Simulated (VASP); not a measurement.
## Mg3ZnO4 (space group Pm-3m): computed properties

Method: LDA (Ceperley-Alder, Perdew-Zunger), VASP's LDA PAW potentials (set 64) (plane waves; VASP 6.6.1).

| Quantity | Result |
|---|---|
| space group | Pm-3m (221) |
| cell | a = 4.1673 Å, b = 4.1673 Å, c = 4.1673 Å, α = 90.00°, β = 90.00°, γ = 90.00° |
| volume per atom | 9.05 Å^3/atom |
| band gap (over mesh and band path) | 2.49 eV |
| smallest direct gap (over mesh and band path) | 3.77 eV |
| band-edge character | indirect, M to Γ |
| density | 4.64 g/cm³ |
| mean ε∞ (DFPT) | 3.61 |
| mean ε∞ (independent particles) | 3.69 |
| mean static ε | 11.66 |
| optical Γ-point spectrum | 188 (×3), 274 (×3), 373 (×3), 413 (×3), 446 (×3), 448 (×3), 539 (×3) cm⁻¹ |

```
CELL_PARAMETERS angstrom
      4.16733     0.00000     0.00000
      0.00000     4.16733     0.00000
      0.00000     0.00000     4.16733
ATOMIC_POSITIONS crystal
  Mg 0.00000 0.50000 0.50000
  Mg 0.50000 0.00000 0.50000
  Mg 0.50000 0.50000 0.00000
  Zn 0.00000 0.00000 0.00000
  O  0.50000 0.00000 0.00000
  O  0.00000 0.50000 0.00000
  O  0.00000 0.00000 0.50000
  O  0.50000 0.50000 0.50000
```

The structure comes from a computed database's Mg3ZnO4 entry (Pm-3m); how it stands against other phases isn't given here. It was relaxed first, which changed the volume by -8 %. Symmetry was kept, so distortions that lower it aren't found.
